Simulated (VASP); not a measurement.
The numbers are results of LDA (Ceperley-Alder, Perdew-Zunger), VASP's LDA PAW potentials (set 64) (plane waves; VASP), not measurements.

VASP ran on this input.

**POSCAR**
```
BaHfO3
1
    4.1700000000     0.0000000000     0.0000000000
    0.0000000000     4.1700000000     0.0000000000
    0.0000000000     0.0000000000     4.1700000000
Ba Hf O
1 1 3
Direct
  0.0026340000   0.0061910000  -0.0054310000
  0.4968970000   0.4973550000   0.4976880000
  0.5005240000  -0.0049820000   0.5049240000
  0.0061370000   0.5092700000   0.5065190000
  0.4938080000   0.4921660000  -0.0037000000
```

**KPOINTS**
```
Automatic mesh
0
Gamma
4 4 4
0 0 0
```

INCAR:
```
! general
SYSTEM    =  BaHfO3
PREC      =  Accurate
ENCUT     =  400   ! plane-wave cut-off (eV)
LREAL     =  .False.   ! projection in real space or not
LASPH     =  .True.

! electronic loop
EDIFF     =  1E-8   ! SCF stop (eV)
NELM      =  100   ! most electronic steps
ALGO      =  Normal   ! blocked Davidson
LMAXMIX   =  6   ! l cut-off of mixed one-centre charges

! smearing
ISMEAR    =  -1   ! Fermi-Dirac
SIGMA     =  0.05   ! width (eV)

! ions
IBRION    =  8   ! DFPT with symmetry
NSW       =  1
ISIF      =  2

! output
LWAVE     =  .False.
LCHARG    =  .False.

! other
LEPSILON  =  .True.
```

POTCAR, in this order: Ba_sv Hf_pv O (LDA.64 set). Program: vasp_std.

Task: What will the output report for the number of irreducible k-points (NKPTS), largest plane-wave count, number of space-group operations, FFT grid (NGX, NGY, NGZ)?

Result: 
The number of irreducible k-points (NKPTS) is 36, the largest plane-wave count is 1357 and the number of space-group operations is 1. The FFT grid (NGX, NGY, NGZ) is 28 × 28 × 28.

The structure is a typed BaHfO3 crystal. The cell was not relaxed at this level, atoms are displaced from their ideal sites. The run is one of a series of settings (EDIFF = 1E-8, IBRION = 8, LEPSILON = .TRUE., NSW = 1 against the base run), some of them coarse on purpose.
